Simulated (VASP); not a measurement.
# Rh (relaxed from the hcp structure, space group P6_3/mmc): computed properties

The numbers are results of PBEsol GGA, VASP's PBE PAW potentials (set 64) (plane waves; VASP), not measurements.

For Rh, the space group is P6_3/mmc (194) and the cell is a = b = 2.6806 Å, c = 4.3365 Å, α = β = 90.00°, γ = 120.00°. The volume per atom comes out as 13.49 Å³/atom and the band gap (over mesh and band path) is none (metal, semimetal or under 0.01 eV). The band gap with spin-orbit coupling is none (metallic) and the density is 12.66 g/cm³.

```cif
data_Rh2
_chemical_formula_sum 'Rh2'
_space_group_name_H-M_alt 'P 1'
_space_group_IT_number 1
_cell_length_a 2.68062
_cell_length_b 2.68062
_cell_length_c 4.33645
_cell_angle_alpha 90.000
_cell_angle_beta 90.000
_cell_angle_gamma 120.000
loop_
_space_group_symop_operation_xyz
  'x, y, z'
loop_
_atom_site_label
_atom_site_type_symbol
_atom_site_fract_x
_atom_site_fract_y
_atom_site_fract_z
_atom_site_occupancy
Rh1 Rh 0.33333 0.66667 0.25000 1
Rh2 Rh 0.66667 0.33333 0.75000 1
```

The structure was generated: Rh was put into the hcp type (P6_3/mmc), which need not be its known phase. It was relaxed first. Symmetry was kept, so distortions that lower it aren't found.
